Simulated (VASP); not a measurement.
Consider the following.

```
CELL_PARAMETERS angstrom
      1.56509    -2.71082     0.00000
      1.56509     2.71082     0.00000
      0.00000     0.00000     5.01173
ATOMIC_POSITIONS crystal
  Al 0.66667 0.33333 0.50012
  Al 0.33333 0.66667 0.00012
  N  0.66667 0.33333 0.88188
  N  0.33333 0.66667 0.38188
```

The numbers are results of PBE GGA, VASP's PBE PAW potentials (set 64) (plane waves; VASP), not measurements. Run with 520 eV cut-off, 8×8×5 Γ-centred mesh, Gaussian smearing of 0.010 eV, potentials Al N.

### Question
Give the electronic dielectric tensor ε∞ (DFPT, local fields included).

### Answer

```
4.48  0.00  0.00
0.00  4.48  0.00
0.00  0.00  4.69
```

### Question
Give the Born effective charges.

### Answer

```
atom   Z*xx   Z*yy   Z*zz   mean
----  -----  -----  -----  -----
Al1    2.52   2.52   2.68   2.57
Al2    2.52   2.52   2.68   2.57
N3    -2.52  -2.52  -2.68  -2.57
N4    -2.52  -2.52  -2.68  -2.57
```

The compound is AlN in the wurtzite structure. It was relaxed first.
